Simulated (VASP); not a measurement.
All values below come from optB86b-vdW, VASP's PBE PAW potentials (set 64) (plane waves; VASP).

VASP input:

**INCAR**
```
SYSTEM=TiO2
PREC=Accurate; ENCUT=520; LREAL=.FALSE.
LASPH=.TRUE.
EDIFF=1E-7; NELM=100; ALGO=Normal
LMAXMIX=4
ISMEAR=0; SIGMA=0.05
GGA=MK; LUSE_VDW=.TRUE.; AGGAC=0.0
PARAM1=0.1234; PARAM2=1.0
IBRION=2; NSW=30; ISIF=4
EDIFFG=-0.01
LWAVE=.FALSE.; LCHARG=.FALSE.
```

### KPOINTS
```
Regular mesh
0
Gamma
5 5 8
0 0 0
```

**POSCAR**
```
TiO2
1
    4.5177028988     0.0000000000     0.0000000000
    0.0000000000     4.5177028988     0.0000000000
    0.0000000000     0.0000000000     2.8989644932
Ti O
2 4
Direct
  0.0000000000   0.0000000000   0.0000000000
  0.5000000000   0.5000000000   0.5000000000
  0.3040414863   0.3040414863   0.0000000000
  0.8040414863   0.1959585137   0.5000000000
  0.1959585137   0.8040414863   0.5000000000
  0.6959585137   0.6959585137   0.0000000000
```

POTCAR, in this order: Ti_sv O (PBE.64 set). Program: vasp_std.

Output

OSZICAR:
```
       N       E                     dE             d eps       ncg     rms          rms(c)
DAV:   1     0.690819001295E+03    0.69082E+03   -0.25233E+04  1680   0.205E+03
DAV:   2     0.587159425058E+02   -0.63210E+03   -0.61143E+03  1836   0.589E+02
DAV:   3    -0.538920459813E+02   -0.11261E+03   -0.10906E+03  2608   0.217E+02
DAV:   4    -0.588872802984E+02   -0.49952E+01   -0.49904E+01  2252   0.486E+01
DAV:   5    -0.590648770503E+02   -0.17760E+00   -0.17755E+00  2320   0.780E+00    0.347E+01
DAV:   6    -0.423906556231E+02    0.16674E+02   -0.11281E+02  2052   0.107E+02    0.121E+01
DAV:   7    -0.421701650836E+02    0.22049E+00   -0.14535E+01  2156   0.313E+01    0.859E+00
DAV:   8    -0.422739737140E+02   -0.10381E+00   -0.36822E+00  2084   0.185E+01    0.407E+00
DAV:   9    -0.421012682303E+02    0.17271E+00   -0.17061E+00  2128   0.121E+01    0.117E+00
DAV:  10    -0.421062977722E+02   -0.50295E-02   -0.11703E-01  2060   0.274E+00    0.258E-01
DAV:  11    -0.421058853938E+02    0.41238E-03   -0.94776E-03  2168   0.765E-01    0.613E-02
DAV:  12    -0.421059456290E+02   -0.60235E-04   -0.58230E-04  2224   0.231E-01    0.601E-02
DAV:  13    -0.421059209708E+02    0.24658E-04   -0.13743E-04  2268   0.954E-02    0.927E-03
DAV:  14    -0.421059211654E+02   -0.19455E-06   -0.84702E-06  2396   0.268E-02    0.544E-03
DAV:  15    -0.421059214530E+02   -0.28759E-06   -0.15359E-06  2148   0.100E-02    0.155E-03
DAV:  16    -0.421059214103E+02    0.42672E-07   -0.30080E-07  1636   0.506E-03
   1 F= -.42105921E+02 E0= -.42105921E+02  d E =-.421059E+02
       N       E                     dE             d eps       ncg     rms          rms(c)
DAV:   1    -0.421398199300E+02   -0.33898E-01   -0.71865E+00  1680   0.222E+01    0.136E+00
DAV:   2    -0.421297866959E+02    0.10033E-01   -0.21642E-01  1816   0.404E+00    0.856E-01
DAV:   3    -0.421165433424E+02    0.13243E-01   -0.27647E-02  1900   0.161E+00    0.195E-01
DAV:   4    -0.421164954543E+02    0.47888E-04   -0.59571E-03  2128   0.638E-01    0.721E-02
DAV:   5    -0.421164437862E+02    0.51668E-04   -0.39380E-04  2016   0.186E-01    0.429E-02
DAV:   6    -0.421164266223E+02    0.17164E-04   -0.82475E-05  2088   0.701E-02    0.895E-03
DAV:   7    -0.421164277608E+02   -0.11385E-05   -0.12525E-05  1900   0.278E-02    0.522E-03
DAV:   8    -0.421164277814E+02   -0.20612E-07   -0.97897E-07  1900   0.872E-03
   2 F= -.42116428E+02 E0= -.42116428E+02  d E =-.105064E-01
       N       E                     dE             d eps       ncg     rms          rms(c)
DAV:   1    -0.421185047265E+02   -0.20770E-02   -0.36084E-01  1680   0.497E+00    0.305E-01
DAV:   2    -0.421180328121E+02    0.47191E-03   -0.11112E-02  1832   0.917E-01    0.193E-01
DAV:   3    -0.421173951923E+02    0.63762E-03   -0.15176E-03  2000   0.364E-01    0.612E-02
DAV:   4    -0.421173552361E+02    0.39956E-04   -0.38985E-04  2160   0.174E-01    0.161E-02
DAV:   5    -0.421173531900E+02    0.20461E-05   -0.31432E-05  1892   0.526E-02    0.954E-03
DAV:   6    -0.421173525601E+02    0.62989E-06   -0.42560E-06  2052   0.160E-02    0.252E-03
DAV:   7    -0.421173526560E+02   -0.95939E-07   -0.68968E-07  1744   0.673E-03
   3 F= -.42117353E+02 E0= -.42117353E+02  d E =-.114312E-01
       N       E                     dE             d eps       ncg     rms          rms(c)
DAV:   1    -0.421176535333E+02   -0.30097E-03   -0.38363E-02  1704   0.189E+00    0.121E-01
DAV:   2    -0.421175842514E+02    0.69282E-04   -0.15382E-03  1912   0.314E-01    0.700E-02
DAV:   3    -0.421175186042E+02    0.65647E-04   -0.17597E-04  2204   0.119E-01    0.253E-02
DAV:   4    -0.421175090843E+02    0.95200E-05   -0.49343E-05  2264   0.621E-02    0.563E-03
DAV:   5    -0.421175090590E+02    0.25231E-07   -0.34905E-06  2132   0.175E-02    0.263E-03
DAV:   6    -0.421175090294E+02    0.29624E-07   -0.17592E-07  1256   0.432E-03
   4 F= -.42117509E+02 E0= -.42117509E+02  d E =-.156373E-03
```

File OUTCAR:
```
------------------------ aborting loop because EDIFF is reached ----------------------------------------
  FORCE on cell =-STRESS in cart. coord.  units (eV):
  Direction    XX          YY          ZZ          XY          YZ          ZX
  --------------------------------------------------------------------------------------
  Total        5.8671998      5.8671998      5.9007117     -0.0000000      0.0000000      0.0000000
  in kB      158.8778044    158.8778044    159.7852728     -0.0000000      0.0000000      0.0000000
  external PRESSURE =     159.1802939 kB  Pullay stress =       0.0000000 kB
  volume of cell :       59.17
      direct lattice vectors                 reciprocal lattice vectors
     4.500989981  0.000000000  0.000000000     0.222173345 -0.000000000  0.000000000
     0.000000000  4.500989981  0.000000000    -0.000000000  0.222173345  0.000000000
     0.000000000  0.000000000  2.920533129     0.000000000  0.000000000  0.342403238
 POSITION                                       TOTAL-FORCE (eV/Angst)
 -----------------------------------------------------------------------------------
      0.00000      4.50099      0.00000        -0.000000      0.000000      0.000000
      2.25049      2.25049      1.46027        -0.000000      0.000000      0.000000
      1.36147      1.36147      0.00000         0.003085      0.003085     -0.000000
      3.61196      0.88903      1.46027         0.003085     -0.003085      0.000000
      0.88903      3.61196      1.46027        -0.003085      0.003085      0.000000
      3.13952      3.13952      2.92053        -0.003085     -0.003085      0.000000
 -----------------------------------------------------------------------------------
    total drift:                                0.000000      0.000000      0.000000
  FREE ENERGIE OF THE ION-ELECTRON SYSTEM (eV)
  ---------------------------------------------------
  free  energy   TOTEN  =       -42.1175090294 eV

  energy  without entropy=      -42.1175090294  energy(sigma->0) =      -42.11750903

 reached required accuracy - stopping structural energy minimisation
```
(Selected blocks of OUTCAR.)

### CONTCAR
```
TiO2
   1.00000000000000
     4.5009899807813349    0.0000000000000000    0.0000000000000000
     0.0000000000000000    4.5009899807813349    0.0000000000000000
     0.0000000000000000    0.0000000000000000    2.9205331293579730
  Ti              O
     2     4
Direct
     0.0000000000000000    1.0000000000000000    0.0000000000000000
     0.5000000000000000    0.5000000000000000    0.5000000000000000
     0.3024815021517148    0.3024815021517148    0.0000000000000000
     0.8024815021517148    0.1975184978482852    0.5000000000000000
     0.1975184978482852    0.8024815021517148    0.5000000000000000
     0.6975184978482852    0.6975184978482852    1.0000000000000000
```

The compound is TiO2 in the rutile structure. This cell is one point of a volume scan, at 0.94 of the reference volume. Symmetry was kept, so distortions that lower it aren't found.
